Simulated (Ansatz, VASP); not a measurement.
# Cross-check of BN between VASP and Ansatz, part 2 of 2

Wanted: the spread between two codes on one cell, functional and k mesh. The cell is taken from a series of runs on this material, whose earlier steps may have relaxed, scaled, displaced or heated it; both programs get it as it stands.

VASP 6.6.1 and Ansatz 0.2.0.

So far: Set-up; VASP: relaxation of cell and atoms, LDA, pair 1; Ansatz: relaxation of cell and atoms, LDA, pair 1; Differences.

## 5. VASP: relaxation of cell and atoms, LDA, pair 2

Level of this step: LDA; plane waves and PAW (B, N) (VASP).

The relaxed volume is the usual yardstick between codes: in a stiff, nearly cubic crystal its relative difference is about their pressure difference at one cell divided by the bulk modulus.

INCAR reads:

```
SYSTEM = BN
PREC = Accurate
ENCUT = 600
EDIFF = 1E-07
NELM = 120
ISMEAR = 0
SIGMA = 0.02
LREAL = .FALSE.
ALGO = Normal
GGA = CA
NBANDS = 10
LORBIT = 11
LWAVE = .FALSE.
LCHARG = .FALSE.
ISIF = 3
IBRION = 2
NSW = 80
EDIFFG = -0.005
LASPH = .TRUE.
GGA_COMPAT = .FALSE.
NELMIN = 4
EFERMI = MIDGAP
```

POSCAR reads:

```
BN
1.0
   -1.7905250000      0.0000000000      1.7905250000
    0.0000000000      1.7905250000      1.7905250000
   -1.7905250000      1.7905250000      0.0000000000
B N
1 1
Direct
    0.0000000000      0.0000000000      0.0000000000
    0.7499998604      0.7499998604      0.7499998604
```

KPOINTS reads:

```
Automatic mesh
0
Gamma
10 10 10
0 0 0
```

Potentials, in the order of the species: B and N (LDA family, release 64).

Run with:

```bash
mpirun -np 1 vasp_std
```

Numbers of over 12 decimals in the logs are rounded to 6 here.

What it wrote:

```text
[... set-up lines as in an earlier step ...]
 entering main loop
       N       E                     dE             d eps       ncg     rms          rms(c)
DAV:   1     0.105784113026E+02    0.10578E+02   -0.53716E+03   964   0.878E+02
DAV:   2    -0.200412340394E+02   -0.30620E+02   -0.29144E+02  1160   0.169E+02
DAV:   3    -0.205988151344E+02   -0.55758E+00   -0.55605E+00  1080   0.190E+01
DAV:   4    -0.205996099423E+02   -0.79481E-03   -0.79478E-03  1032   0.838E-01
[...]
DAV:  10    -0.194163471876E+02    0.15793E-04   -0.44191E-05  1068   0.673E-02    0.137E-02
DAV:  11    -0.194163476628E+02   -0.47525E-06   -0.18428E-06  1052   0.981E-03    0.618E-03
DAV:  12    -0.194163475887E+02    0.74159E-07   -0.51868E-07  1014   0.454E-03
   1 F= -.19416348E+02 E0= -.19416348E+02  d E =-.194163E+02
[...]
N       E                     dE             d eps       ncg     rms          rms(c)
DAV:   1    -0.194164862735E+02   -0.13861E-03   -0.42517E-03   998   0.601E-01    0.853E-02
DAV:   2    -0.194163520901E+02    0.13418E-03   -0.56105E-04  1010   0.155E-01    0.226E-02
DAV:   3    -0.194163449630E+02    0.71270E-05   -0.13778E-05  1026   0.346E-02    0.913E-03
DAV:   4    -0.194163425170E+02    0.24460E-05   -0.25131E-06  1036   0.117E-02    0.278E-03
DAV:   5    -0.194163424662E+02    0.50751E-07   -0.93672E-08   538   0.234E-03
   2 F= -.19416342E+02 E0= -.19416342E+02  d E =0.512241E-05
 trial-energy change:    0.000005  1 .order    0.000005   -0.000117    0.000127
 step:   0.4778(harm=  0.4778)  dis= 0.00000  next Energy=   -19.416375 (dE=-0.278E-04)
[...]
N       E                     dE             d eps       ncg     rms          rms(c)
DAV:   1    -0.194164147584E+02   -0.72241E-04   -0.11598E-03   998   0.314E-01    0.447E-02
DAV:   2    -0.194163780419E+02    0.36716E-04   -0.15310E-04  1004   0.809E-02    0.118E-02
DAV:   3    -0.194163760918E+02    0.19501E-05   -0.37829E-06  1012   0.181E-02    0.478E-03
DAV:   4    -0.194163754285E+02    0.66330E-06   -0.68353E-07  1034   0.611E-03    0.146E-03
DAV:   5    -0.194163754156E+02    0.12882E-07   -0.25530E-08   484   0.122E-03
   3 F= -.19416375E+02 E0= -.19416375E+02  d E =-.278270E-04
[...]
reached required accuracy - stopping structural energy minimisation
```

Parts of OUTCAR (step 5):

```text
  Total        0.0001477      0.0001477      0.0001477      0.0000000      0.0000000      0.0000000
  in kB        0.0205793      0.0205793      0.0205793      0.0000000      0.0000000      0.0000000
  external PRESSURE =       0.0205793 kB  Pullay stress =       0.0000000 kB

 POSITION                                       TOTAL-FORCE (eV/Angst)
 -----------------------------------------------------------------------------------
     -0.00000      0.00000     -0.00000        -0.000000      0.000000      0.000000
     -2.68703      2.68703      2.68703         0.000000     -0.000000     -0.000000
 -----------------------------------------------------------------------------------
    total drift:                               -0.000320      0.000320      0.000320

  FREE ENERGIE OF THE ION-ELECTRON SYSTEM (eV)
  ---------------------------------------------------
  free  energy   TOTEN  =       -19.4163754156 eV

  energy  without entropy=      -19.4163754156  energy(sigma->0) =      -19.41637542

[... 1 part as in an earlier step ...]

[... 3 further parts left out ...]
[key lines of the parts left out:]
E-fermi :   9.9164
```

## 6. Ansatz: relaxation of cell and atoms, LDA, pair 2

The same cell, functional (in two slightly different forms), mesh and smearing now go to Ansatz, which takes its cutoff from its data sets.

The cell is taken from a series of runs on this material, whose earlier steps may have relaxed, scaled, displaced or heated it; both programs get it as it stands.

input.yaml reads:

```yaml
crystal:
  lattice:
    - [-1.7905249316, 0.0, 1.7905249316]
    - [0.0, 1.7905249316, 1.7905249316]
    - [-1.7905249316, 1.7905249316, 0.0]
  atoms:
    - { symbol: B, position: [0.0, 0.0, 0.0] }
    - { symbol: "N", position: [0.75, 0.75, 0.75] }
kpoints:
  mp_grid: { grid: [10, 10, 10] }
hamiltonian:
  xc: lda
scf:
  occupations: { method: gaussian, width: 0.02 }
output:
  forces: true
  stress: true
  eigenvalues: true
  write_density: true
  write_potential: true
  elf: true
  volumetric_format: npy
relax:
  adjacent_minimum: "off"
  f_tol: 0.005
  max_steps: 80
  cell: { stress_tol: 0.05 }
```

Run with:

```bash
ansatz run input.yaml --threads 2 --pin off --max-ram 5120MiB --backend cpu --events-out ev --progress --plain --runs-dir out
```

What it wrote:

```text
[...]
Crystal: 2 atoms, lattice volume = 11.481 Å³
Basis set: ecut = 420 eV, 229 PW (Γ)
Bands: 8, of which v1, the nominal top of the filled ones, is band 4 counted from 1 (3 counted from 0)
Symmetry: 24 space group operations
[...]
k-points: 47 of 1000 (time reversal used)
[...]
P = ⅓ Tr σ = -0.0023 GPa (-0.023 kbar)
--- Band table (eV; the first three rows and the last of 47) ---
[...]
--- Relaxed structure (3 steps of the walk, 3 accepted, 1 SCFs on fresh bases) ---
[...]
cell:  # Å, volume = 11.4756 Å³
    - [-1.790255, 0, 1.790255]
    - [0, 1.790255, 1.790255]
    - [-1.790255, 1.790255, 0]
  atoms:
    - { symbol: B, position: [0, 0, 0] }
    - { symbol: N, position: [0.750000, 0.750000, 0.750000] }
[key lines of the parts left out:]
SCF converged after 4 iterations
Free energy (F): -526.468773 eV
Fermi energy:    13.589222 eV
```

## 7. Comparison

The two programs side by side:

| quantity | Ansatz | VASP | difference |
| --- | --- | --- | --- |
| volume (Å³) | 11.48 | 11.50 | -0.18 % |
| edge a after relaxation, in the typed setting (Å) | 2.532 | 2.533 | -0.06 % |

## 8. VASP: zone-centre phonons, LDA

Second derivatives magnify differences that forces hide, and they need a tight electronic threshold.

INCAR reads:

```
SYSTEM = BN
PREC = Accurate
ENCUT = 600
EDIFF = 1E-08
NELM = 120
ISMEAR = 0
SIGMA = 0.01
LREAL = .FALSE.
ALGO = Normal
GGA = CA
NBANDS = 10
LORBIT = 11
LWAVE = .FALSE.
LCHARG = .FALSE.
ISIF = 2
IBRION = 8
LEPSILON = .TRUE.
LASPH = .TRUE.
GGA_COMPAT = .FALSE.
EFERMI = MIDGAP
```

POSCAR reads:

```
BN
1.0
   -1.7902552910      0.0000000000      1.7902552910
    0.0000000000      1.7902552910      1.7902552910
   -1.7902552910      1.7902552910      0.0000000000
B N
1 1
Direct
    0.0000000000      0.0000000000      0.0000000000
    0.7500000000      0.7500000000      0.7500000000
```

KPOINTS reads:

```
Automatic mesh
0
Gamma
12 12 12
0 0 0
```

Run with:

```bash
mpirun -np 1 vasp_std
```

What it wrote:

```text
[... set-up lines as in an earlier step ...]
 entering main loop
       N       E                     dE             d eps       ncg     rms          rms(c)
DAV:   1     0.126160563450E+02    0.12616E+02   -0.54886E+03  1480   0.888E+02
DAV:   2    -0.200948610479E+02   -0.32711E+02   -0.31609E+02  1694   0.171E+02
DAV:   3    -0.205997776563E+02   -0.50492E+00   -0.50375E+00  1654   0.191E+01
DAV:   4    -0.206004274554E+02   -0.64980E-03   -0.64979E-03  1598   0.806E-01
[...]
DAV:  11    -0.194163064254E+02   -0.47473E-06   -0.17279E-06  1614   0.958E-03    0.610E-03
DAV:  12    -0.194163063577E+02    0.67722E-07   -0.48928E-07  1592   0.441E-03    0.217E-04
DAV:  13    -0.194163063582E+02   -0.56491E-09   -0.76168E-09   930   0.898E-04
   1 F= -.19416306E+02 E0= -.19416306E+02  d E =0.000000E+00
 Linear response reoptimize wavefunctions to high precision
DAV:   1    -0.194163063582E+02    0.49795E-10   -0.19873E-10   968   0.172E-04
 Linear response G [H, r] |phi>, progress :
  Direction:   1
       N       E                     dE             d eps       ncg     rms
[...]
RMM:  11    -0.366687010027E-01    0.22935E-07    0.54663E-07  5205   0.122E-05    0.165E-08
 first order change of Fermi-energy  -0.97456E+00
 force on displaced ion       1 direction 1 : -25.714   0.000   0.000
 Born effective charge ion    1 direction 1 :   1.873   0.000   0.000
 Linear response progress:
  Degree of freedom:   2/  2
       N       E                     dE             d eps       ncg     rms          rms(c)
RMM:   1    -0.229973878301E+00   -0.22997E+00    0.10395E-01 11335   0.332E+00
RMM:   2    -0.224077289433E+00    0.58966E-02   -0.21993E-03  8643   0.440E-01    0.232E-01
RMM:   3    -0.225039929711E+00   -0.96264E-03   -0.44110E-04  8354   0.161E-01    0.125E-01
RMM:   4    -0.227083676753E+00   -0.20437E-02   -0.40904E-04  8091   0.157E-01    0.232E-02
[...]
RMM:   9    -0.227146559689E+00    0.65709E-07   -0.37543E-06  9616   0.458E-05    0.954E-07
RMM:  10    -0.227146575345E+00   -0.15657E-07   -0.39263E-06  7255   0.325E-05    0.501E-07
RMM:  11    -0.227146543999E+00    0.31346E-07   -0.34912E-06  6529   0.325E-05    0.259E-08
 first order change of Fermi-energy   0.97362E+00
 force on displaced ion       2 direction 1 : -25.702   0.000   0.000
 Born effective charge ion    2 direction 1 :  -1.873   0.000   0.000
 Born effective charges drift removed
 Linear response finished
```

From OUTCAR (step 8):

```text
  Total        0.0531662      0.0531662      0.0531662     -0.0000000      0.0000000      0.0000000
  in kB        7.4228561      7.4228561      7.4228561     -0.0000000      0.0000000      0.0000000
  external PRESSURE =       7.4228561 kB  Pullay stress =       0.0000000 kB

 POSITION                                       TOTAL-FORCE (eV/Angst)
 -----------------------------------------------------------------------------------
      0.00000      0.00000      0.00000        -0.000000      0.000000      0.000000
     -2.68538      2.68538      2.68538         0.000000     -0.000000     -0.000000
 -----------------------------------------------------------------------------------
    total drift:                               -0.000000      0.000000      0.000000

 MACROSCOPIC STATIC DIELECTRIC TENSOR (including local field effects in DFT)
 ------------------------------------------------------
           4.563824    -0.000000    -0.000000
          -0.000000     4.563824     0.000000
          -0.000000     0.000000     4.563824
 ------------------------------------------------------

 MACROSCOPIC STATIC DIELECTRIC TENSOR IONIC CONTRIBUTION
 ------------------------------------------------------
           2.151617    -0.000000    -0.000000
          -0.000000     2.151617     0.000000
          -0.000000     0.000000     2.151617
 ------------------------------------------------------

[... 1 part as in an earlier step ...]

[... 1 further part left out ...]
```

## 9. Ansatz: zone-centre phonons, LDA

The same cell, functional (in two slightly different forms) and mesh now go to Ansatz, which takes its cutoff from its data sets.

The cell is taken from a series of runs on this material, whose earlier steps may have relaxed, scaled, displaced or heated it; both programs get it as it stands.

input.yaml reads:

```yaml
crystal:
  lattice:
    - [-1.790255291, 0.0, 1.790255291]
    - [0.0, 1.790255291, 1.790255291]
    - [-1.790255291, 1.790255291, 0.0]
  atoms:
    - { symbol: B, position: [0.0, 0.0, 0.0] }
    - { symbol: "N", position: [0.75, 0.75, 0.75] }
kpoints:
  mp_grid: { grid: [12, 12, 12] }
hamiltonian:
  xc: lda
scf:
  occupations: { method: fixed }
output:
  eigenvalues: true
phonons:
  method: dfpt
  dielectric: true
  rigid_motions: translations
```

Run with:

```bash
ansatz run input.yaml --threads 2 --pin off --max-ram 5120MiB --backend cpu --events-out ev --progress --plain --runs-dir out
```

What it wrote:

```text
[...]
Crystal: 2 atoms, lattice volume = 11.476 Å³
Basis set: ecut = 420 eV, 229 PW (Γ), exchange–correlation on 36×36×36 points (8 copies of the dense FFT grid, shifted against one another)
Bands: 8, of which v1, the nominal top of the filled ones, is band 4 counted from 1 (3 counted from 0)
Symmetry: 24 space group operations
k-points: 280 of 1728 (irreducible under 4 space group operations, time reversal used)
[...]
optical modes at Γ + LO–TO along q̂ = [1.0000, 0.0000, 0.0000]:
      ω (cm⁻¹)  modes    IR ((D/Å)²/amu)
[...]
optical modes at Γ + LO–TO along q̂ = [0.0000, 1.0000, 0.0000]:
      ω (cm⁻¹)  modes    IR ((D/Å)²/amu)
       1068.01      2            26.6754
       1297.54      1            13.3377
  optical modes at Γ + LO–TO along q̂ = [0.0000, 0.0000, 1.0000]:
      ω (cm⁻¹)  modes    IR ((D/Å)²/amu)
       1068.01      2            26.6754
       1297.54      1            13.3377
[key lines of the parts left out:]
SCF converged after 7 iterations
Free energy (F): -526.468611 eV
Fermi energy:    11.393386 eV
```

## 10. Side by side

Compared:

| quantity | Ansatz | VASP | difference |
| --- | --- | --- | --- |
| ε∞ xx | 4.57 | 4.56 | +0.04 % |
| ε∞ yy | 4.57 | 4.56 | +0.04 % |
| ε∞ zz | 4.57 | 4.56 | +0.04 % |
| Born charge of B1 (mean of the diagonal) (e) | 1.88 | 1.87 | +0.01 |
| Born charge of N2 (mean of the diagonal) (e) | -1.88 | -1.87 | -0.01 |
| optical mode 1 to 3 (cm⁻¹) | 1068.0 | 1070.5 | -0.23 % |

Modes are paired by rising frequency, not by their patterns, so a pair may set unlike modes beside each other; they are those without the splitting of longitudinal modes.

## 11. Outcome

| Property | Result |
| --- | --- |
| difference in volume (relaxation of cell and atoms, LDA, pair 1) | -0.18 % |
| difference in volume (relaxation of cell and atoms, LDA, pair 2) | -0.18 % |
| r.m.s. difference of the optical zone-centre modes, each program's sorted by frequency (zone-centre phonons, LDA) | 2.5 cm⁻¹ |

**Reading.** The difference in volume is -0.18 % (relaxation of cell and atoms, LDA, pair 1), within the 1.2 % picked in this series as the mark of a large difference, as far as the stopping tolerances let one tell. 1 further run of this series is not shown here. Such differences can come from data sets, numerical settings and the points named under the comparisons, not from the functional's error against experiment.

[Lines on the potential files, build, host, timing and source positions are cut from VASP's logs without a mark.]

[Logs are printed without paths, hosts, clocks, repeated set-up lines and the standing remarks that a program may print on its own settings, such as how far it seeks lower states.]

[Hosts, paths, dates, database ids (printed as entryN), source tags and the programs' standing remarks are cut or masked in the printed files.]
